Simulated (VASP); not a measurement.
Si7B:

```xyz
8
Lattice="4.3387 0.0000 0.0000 -2.1693 3.7574 0.0000 0.0000 0.0000 7.1323" Properties=species:S:1:pos:R:3 pbc="T T T"
Si    1.1425    1.8453    2.6875
Si    2.1693    0.0667    2.6875
Si    3.1962    1.8453    2.6875
Si    1.1425    1.8453    4.4448
Si    2.1693    0.0667    4.4448
Si    3.1962    1.8453    4.4448
Si    0.0000    2.5049    0.0000
B     0.0000    0.0000    3.5661
```

The cell was built by a generator and needn't be a form met in nature.

```yaml
Program: VASP 6.6.1
Task: relaxation of cell and atoms
Functional: PBE
Potentials_or_basis: VASP PAW PBE potentials, release 64 (Si, B)
Cutoff: 520 eV
k_mesh: 5 × 5 × 3
Occupations: gaussian, width 0.15 eV
Spin: no spin polarisation
```

At the start: pressure 80.3 GPa; volume 14.53 Å³/atom.

Problem. How do energy, volume and symmetry change on relaxing?

Solution. Over 14 steps the energy falls by 2471.0 meV/atom and the volume is 17.66 Å³/atom (+21.5 %); space group P-6m2 (No. 187, to 0.05 Å).

The path:
| step | energy change (eV) | largest force (eV/Å) | pressure (GPa) | volume (Å³) |
| --- | --- | --- | --- | --- |
| 1 | 0.0000 | 19.8577 | 80.29 | 116.27 |
| 2 | -9.6597 | 2.1303 | -3.73 | 282.80 |
| 3 | -10.5548 | 2.3281 | -4.03 | 271.13 |
| 4 | -11.0719 | 2.4225 | -4.27 | 259.72 |
| 5 | -15.4415 | 2.7208 | -2.44 | 179.03 |
| 6 | -16.7001 | 1.5448 | 6.42 | 145.54 |
| 7 | -18.3564 | 0.8780 | -5.99 | 161.64 |
| 8 | -18.3562 | 0.8488 | -5.80 | 161.17 |
| 9 | -19.2435 | 0.1558 | -4.12 | 151.34 |
| 10 | -19.6307 | 0.7520 | -0.19 | 143.04 |
| 11 | -19.7180 | 0.5285 | 0.92 | 140.50 |
| 12 | -19.7180 | 0.5289 | 0.94 | 140.43 |
| 13 | -19.7636 | 0.1577 | -0.32 | 141.52 |
| 14 | -19.7682 | 0.0765 | -0.07 | 141.26 |

Final structure:
```cif
data_structure
_symmetry_space_group_name_H-M 'P 1'
_symmetry_Int_Tables_number 1
_cell_length_a 5.0537
_cell_length_b 5.0537
_cell_length_c 6.3865
_cell_angle_alpha 90.000
_cell_angle_beta 90.000
_cell_angle_gamma 120.000
_cell_volume 141.26
loop_
_atom_site_label
_atom_site_type_symbol
_atom_site_fract_x
_atom_site_fract_y
_atom_site_fract_z
_atom_site_occupancy
Si1 Si 0.50389 0.49611 0.30955 1
Si2 Si 0.50389 0.00778 0.30955 1
Si3 Si 0.99222 0.49611 0.30955 1
Si4 Si 0.50389 0.49611 0.69045 1
Si5 Si 0.50389 0.00778 0.69045 1
Si6 Si 0.99222 0.49611 0.69045 1
Si7 Si 0.33333 0.66667 0.00000 1
B1 B 0.00000 0.00000 0.50000 1
```

Caveat: the volume moved by over 15 % at a fixed basis, so the end points are rough.
